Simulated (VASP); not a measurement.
Input:

```
CELL_PARAMETERS angstrom
      4.82606     0.00000     0.00000
      0.00000     4.82606     0.00000
      0.00000     0.00000     4.82606
ATOMIC_POSITIONS crystal
  Cs 0.00000 0.00000 0.00000
  I  0.50000 0.50000 0.50000
```

Method: revPBE GGA, VASP's PBE PAW potentials (set 64) (plane waves; VASP). Settings: 520 eV cut-off, Gaussian smearing of 0.050 eV, potentials Cs_sv I.

Unless said otherwise, spin-orbit coupling is left out, though it shifts the bands of the heavy elements here.

### Question
Give the energies of bands 6 to 11 at the high-symmetry points, in eV from the valence-band maximum.

### Answer

```csv
band,Γ,X,M,R
6,-0.10,-1.15,-0.71,-0.92
7,-0.10,-0.16,-0.71,-0.92
8,-0.10,-0.16,0.00,-0.92
9,3.65,5.37,4.43,6.87
10,4.54,6.04,4.98,6.87
11,4.54,6.19,6.11,6.87
```

The gap is indirect, 3.65 eV, from the valence maximum at M to the conduction minimum at Γ.

Measured: gap 6.20 eV (computed value off by -2.55 eV), as given by Aguado et al., (1998), arXiv:cond-mat/9809176.

The compound is CsI in the CsCl type structure. It was relaxed first, which changed the volume by +18 %.
